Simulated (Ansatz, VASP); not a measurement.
# Sn in two plane-wave programs

Aim: how closely do two programs agree when they are given the same cell, functional and k mesh? The structure shown is the start of the Ansatz relaxation below; VASP solves that cell, so the two are compared at the walk's first step.

Method: plane waves, with VASP 6.6.1 beside it; single point at r2SCAN, in Ansatz 0.2.0.

### 1. The starting structure

The structure is orthorhombic, space group Imma (No. 74). Conventional cell: a = 4.643 Å, b = 4.737 Å, c = 6.538 Å, α = 90.00°, β = 90.00°, γ = 90.00°. Nearest to Sn lie 4 Sn at 2.84 to 2.87 Å.

### 2. Ansatz: relaxation, r2SCAN

Ansatz runs on its PAW soft_1 files.

The two programs are compared at the cell with which this relaxation starts, whose forces are those of its first step.

The input, input.yaml:

```yaml
crystal:
  lattice:
    - [0.0331578232, 3.3164547639, 3.2691871388]
    - [3.3164547639, 0.0331578232, 3.2691871388]
    - [3.3496125871, 3.3496125871, 0.0]
  atoms:
    - { symbol: Sn, position: [0.500748287, 0.500748287, 0.4991724391] }
    - { symbol: Sn, position: [0.749251713, 0.749251713, 0.7508275609] }
  conventional_axes: [[0, 0, 1], [1, -1, 0], [1, 1, -1]]
kpoints:
  mp_grid: { grid: [12, 12, 12], shift: [0.5, 0.5, 0.5] }
hamiltonian:
  xc: r2scan
  pseudopotentials: { kind: paw, azcp: { folder: soft_1 } }
scf:
  occupations: { method: gaussian, width: 0.015 }
output:
  forces: true
  stress: true
  eigenvalues: true
relax:
  adjacent_minimum: "off"
  f_tol: 0.001
  max_steps: 60
  cell: { stress_tol: 0.01, fix: [a, angles] }
```

Run with:

```sh
> ansatz run input.yaml --threads 4 --pin off --max-ram 10240MiB --backend cpu --events-out ev --progress --plain --runs-dir out
```

Numbers of over 12 decimals in the logs are rounded to 6 here.

Log:

```text
Engine: ansatz 0.2.0, x86_64-unknown-linux-gnu
Pseudopotentials: kind: paw
Pseudopotential: Sn, paw, valence charge 14, recommended cutoff 500 eV (meta_gga), soft_1/Sn.paw.azcp
Functional definition: r2SCAN
  parameter k0 = 0.174
  parameter k1 = 0.065
  parameter a1 = 4.9479
  exchange = r2scan_x(k0 = k0, k1 = k1, a1 = a1)
  correlation = r2scan_c
Crystal: 2 atoms, lattice volume = 71.908 Å³
Basis set: ecut = 500 eV, 1831 PW (Γ), exchange–correlation on 144×144×144 points (64 copies of the dense FFT grid, shifted against one another)
Bands: 18, of which v1, the nominal top of the filled ones, is band 14 counted from 1 (13 counted from 0)
Symmetry: 4 space group operations
Space group: C2/m (ITA 12), of the structure as read, at distance tolerance 4.2e-5 Å
k-points: 468 of 1728
Non-local potential: Sn, projectors of the file, l = 0: 2, l = 1: 2, l = 2: 2, l = 3: 1
PAW form: soft (Blöchl's): semilocal exchange-correlation on the pseudo side does not see the compensation charge
PAW frozen core: Sn, regenerated for the run's functional (the file was generated under x = pbe(κ = 0.804, μ = 0.219515), c = pbe(β = 0.066725))
PAW one-centre angular grid: Sn, 590 points (default); XC on 160 Gauss nodes
Initial density: superposition of atomic densities (chi_scale 0.1, normalization cell)
Initial wavefunctions: pseudopotential atomic-orbital guess
Functional: x = r2scan, c = r2scan; τ floored in thin density (d = 2e-4 eV/Å³)
iter 1 solved again at ethr=1.11e-3 eV; its pass at ethr=3.10e-3 eV (dr2=3.11e-1 eV) is discarded
SCF iter   1: F=—  HF=-12077.331849 eV  |F-HF|=—  |Δ(HF+E_count)|=         —  Δρ=2.09e-2  dr2=3.13e-1  dr2_τ=3.68e-3  ethr=1.11e-3  ⟨swp⟩=1.0  Hψ=58493  notcnv=0
preconditioner: auto → none  [insulator: Δε(μ)=0.065 eV  Ē_g=20.738 eV  σ=0.015 eV  W_gap=1.00  n_scr=14 (ndim 8)  ℏωp=23.2 eV  f_vac=0.013  D(μ)=0.00/eV (n_scr^D=0)  ε∞_Penn≈2.2]
SCF iter   2: F=—  HF=-12077.386730 eV  |F-HF|=—  |Δ(HF+E_count)|=   5.49e-2  Δρ=1.09e-2  dr2=7.18e-2  dr2_τ=7.69e-4  ethr=1.11e-3  ⟨swp⟩=2.0  Hψ=10295  notcnv=0
SCF iter   3: F=—  HF=-12077.403823 eV  |F-HF|=—  |Δ(HF+E_count)|=   1.71e-2  Δρ=8.22e-4  dr2=2.10e-4  dr2_τ=1.89e-5  ethr=2.56e-4  ⟨swp⟩=3.0  Hψ=16798  notcnv=0
SCF iter   4: F=—  HF=-12077.403966 eV  |F-HF|=—  |Δ(HF+E_count)|=   1.44e-4  Δρ=2.33e-4  dr2=3.95e-5  dr2_τ=2.06e-6  ethr=7.51e-7  ⟨swp⟩=2.0  Hψ=16839  notcnv=0
SCF iter   5: F=—  HF=-12077.403959 eV  |F-HF|=—  |Δ(HF+E_count)|=   6.96e-6  Δρ=6.13e-5  dr2=1.11e-6  dr2_τ=3.45e-8  ethr=1.41e-7  ⟨swp⟩=2.0  Hψ=14976  notcnv=0
SCF iter   6: F=-12077.403960 eV  HF=-12077.403960 eV  |F-HF|=2.65e-9  |Δ(HF+E_count)|=   1.05e-6  Δρ=6.17e-6  dr2=1.94e-8  dr2_τ=5.22e-10  ethr=3.57e-10  ⟨swp⟩=7.6  Hψ=42792  notcnv=0
SCF 1 converged in 6 iterations: F = -12077.403960 eV  dr2 = 1.94e-8
  greatest PAW one-centre occupation: 0.989 electrons in one spin orbital (limit 2), on the Sn atom at site 1 (counted from 0), in its partial waves of l = 2
relax step   1: F+E_penalty+E_count = -12077.40396023 eV  Δ(F+E_penalty+E_count) = +0.000e0 eV  max|allowed force component| = 7.230e-2 eV/Å  Δτ_max = 0.0000 Å  P = -0.615 GPa  Ω = 71.908 Å³  fix = [a, alpha, beta, gamma]  reactions: a -1.585 GPa; beta +0.012 GPa/rad  (6 SCF iters, dr2 threshold 1.00e-7 eV, accepted)
[...]
relax step   3: F+E_penalty+E_count = -12077.40455796 eV  Δ(F+E_penalty+E_count) = -5.977e-4 eV  max|allowed force component| = 5.529e-3 eV/Å  Δτ_max = 0.0047 Å  P = -0.509 GPa  Ω = 71.703 Å³  energy of the carried Pulay correction = +4.452e-6 eV  fix = [a, alpha, beta, gamma]  reactions: a -1.370 GPa; beta +0.013 GPa/rad  (9 SCF iters, accepted)
[...]
relax step   4: F+E_penalty+E_count = -12077.40462614 eV  Δ(F+E_penalty+E_count) = -6.818e-5 eV  max|allowed force component| = 2.544e-3 eV/Å  Δτ_max = 0.0005 Å  P = -0.443 GPa  Ω = 71.584 Å³  energy of the carried Pulay correction = +7.029e-6 eV  fix = [a, alpha, beta, gamma]  reactions: a -1.300 GPa; beta +0.013 GPa/rad  (4 SCF iters, dr2 threshold 4.39e-8 eV, accepted)
[...]
relax step   5: F+E_penalty+E_count = -12077.40462828 eV  Δ(F+E_penalty+E_count) = -2.140e-6 eV  max|allowed force component| = 4.504e-4 eV/Å  Δτ_max = 0.0002 Å  P = -0.433 GPa  Ω = 71.566 Å³  energy of the carried Pulay correction = +7.426e-6 eV  fix = [a, alpha, beta, gamma]  reactions: a -1.297 GPa; beta +0.013 GPa/rad  (4 SCF iters, dr2 threshold 9.30e-10 eV, accepted)
[...]
relax step   6: F+E_penalty+E_count = -12077.40462093 eV  Δ(F+E_penalty+E_count) = +7.351e-6 eV  max|allowed force component| = 4.477e-4 eV/Å  Δτ_max = 0.0000 Å  P = -0.433 GPa  Ω = 71.566 Å³  fix = [a, alpha, beta, gamma]  reactions: a -1.297 GPa; beta +0.013 GPa/rad  stress off target by 1.35e-3 GPa on what of the cell is left free  SCF on the basis re-selected at this cell (its energy is not comparable with the rows above)  (5 SCF iters)
basis re-selected at this cell: Δ(F+E_penalty+E_count) = +7.351e-6 eV, ΔP = +0.000 GPa vs the last step (what re-selecting the basis moved, of the pressure what is left beyond the Pulay correction that the steps carried, after the strain that the cell walked since its last selection, with what the two solves' SCF thresholds leave and, on support functions, any second-order correction that the steps lacked; it is no m [...]
SCF converged after 5 iterations
Free energy (F): -12077.404621 eV
Harris-Foulkes:  -12077.404621 eV  (|F-HF|=1.09e-11)
Internal energy: -12077.404621 eV  (E = F + TS)
E sigma→0 (E₀):  -12077.404621 eV
Fermi energy:    7.306246 eV
--- Per-component energies (eV) ---
  E_band       = -279.106857
  E_kinetic    = 333.797765
  E_local      = -2674.742687  (includes V_loc(G=0)·N_el)
  E_nonlocal   = 289.038427
  E_hartree    = 1299.764611
  E_xc         = -229.093885
  E_vxc        = -168.378579  (∫ρ·V_xc dr)
  E_paw        = -8790.625779  (= ΣΔE_a)
  E_vpaw       = -669.429592  (= ΣTr[D̂ρ^β])
  E_aug_tail   = 0.000194  (compensation charges beyond the density's cutoff)
  E_vtau       = 11.078440  (kinetic-family band-sum trace: ∫τ·v_τ [+ j·A + Jᵃ·Aᵃ] dr)
  E_ewald      = -2307.013909
  E_core_change = 1.470642  (= ΣΔE_core)
  E_smearing   = -0.000000  (= −TS)
  E_closure    = 0.000000  (closes the sum)
  Σ components = -12077.404621   (vs F -12077.404621, Δ=0.00e0)
--- Forces (eV/Å), atoms counted from 1 ---
  atom   1  Sn     0.00000705     0.00000705    -0.00044769
  atom   2  Sn    -0.00000705    -0.00000705     0.00044769
  max |Σ_I F_I| component: 0.00e0 eV/Å
--- Stress (GPa, compression-positive) ---
       -0.648942      -0.647594      -0.009213
       -0.647594      -0.648942      -0.009213
       -0.009213      -0.009213      -0.000779
  P = ⅓ Tr σ = -0.4329 GPa (-4.329 kbar)
--- Band table (eV; the first three rows and the last of 468) ---
  k-point 0: bands = [... 10 lower, -3.5614, 6.1707, 7.2089, 7.2351, 7.4725, 9.4486, 9.4993, 9.5953]
  k-point 1: bands = [... 10 lower, -3.4741, 5.2488, 6.8721, 7.1583, 7.9735, 9.6908, 9.7362, 9.9245]
  k-point 2: bands = [... 10 lower, -3.2573, 4.0350, 6.4906, 6.8794, 8.0526, 10.0231, 10.2120, 10.8382]
  k-point 467: bands = [... 10 lower, -1.9334, 0.8150, 5.4431, 6.0157, 7.9821, 10.5183, 10.8311, 13.4797]
--- Relaxed structure (5 steps of the walk, 4 accepted, 1 SCFs on fresh bases) ---
  F+E_penalty+E_count = -12077.40462093 eV   max|allowed force component| = 4.477e-4 eV/Å   (the final SCF, on the basis selected at the relaxed cell)
  cell:  # Å, volume = 71.5661 Å³
    - [0.033206, 3.316407, 3.253759]
    - [3.316407, 0.033206, 3.253759]
    - [3.3496125871, 3.3496125871, 1.0736488838787162e-18]
  atoms:
    - { symbol: Sn, position: [0.501509, 0.501509, 0.498408] }
    - { symbol: Sn, position: [0.748491, 0.748491, 0.751592] }
```

In the SCF lines HF is the Harris–Foulkes energy and dr2 the Hartree energy of the density residual, in eV; the loop may stop once dr2 is under the threshold and the program's other checks hold. Hψ counts applications of the Hamiltonian.

(Continued in part 2 of 3.)

[Lines on the potential files, build, host, timing and source positions are cut from VASP's logs without a mark.]

[Logs are printed without paths, hosts, clocks, repeated set-up lines and the standing remarks that a program may print on its own settings, such as how far it seeks lower states.]

[Hosts, paths, dates, database ids (printed as entryN), source tags and the programs' standing remarks are cut or masked in the printed files.]
